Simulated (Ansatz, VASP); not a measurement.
Two plane-wave programs on AlSi2Cl

```
Al Si Cl
1.0
     4.27775    0.00000    0.00000
    -2.13888    3.70464    0.00000
     0.00000    0.00000    5.03160
Al Si Cl
1 2 1
Cartesian
  2.1389 1.2349 2.5158
  0.0000 0.0000 3.7228
  0.0000 0.0000 1.3088
  0.0000 2.4698 0.0000
```

Change from the starting cell: species swapped into the Ni2SbTe type (P-6m2, No. 187).

Alike in both runs: functional PBE; k mesh 6 × 6 × 4; occupations gaussian, width 0.1 eV; no spin polarisation.

Ansatz relaxed the structure, and its values are those at the end. VASP's run is a single point on that final structure, the one shown.

|  | VASP | Ansatz |
| --- | --- | --- |
| version | VASP 6.6.1 | Ansatz 0.2.0 |
| potentials or method | VASP PAW PBE potentials, release 64 (Al, Si, Cl) | scalar-relativistic, plane waves, PAW |
| plane-wave cutoff (eV) | 520 | 420 |
| valence electrons in the cell | 18 | 18 |

|  | VASP | Ansatz | Ansatz less VASP |
| --- | --- | --- | --- |
| gap on the k mesh at the Fermi level (eV) | none | none | - |
| pressure (GPa) | 0.2 | 0.2 | +0.04 |
| rms of the force components (eV/Å) | 0.006 | 0.009 | +0.0035 |

A gap of «none» marks a metal or a gap that the smearing closes. With one functional, cell and mesh, what is left measures potentials, basis and numerics.
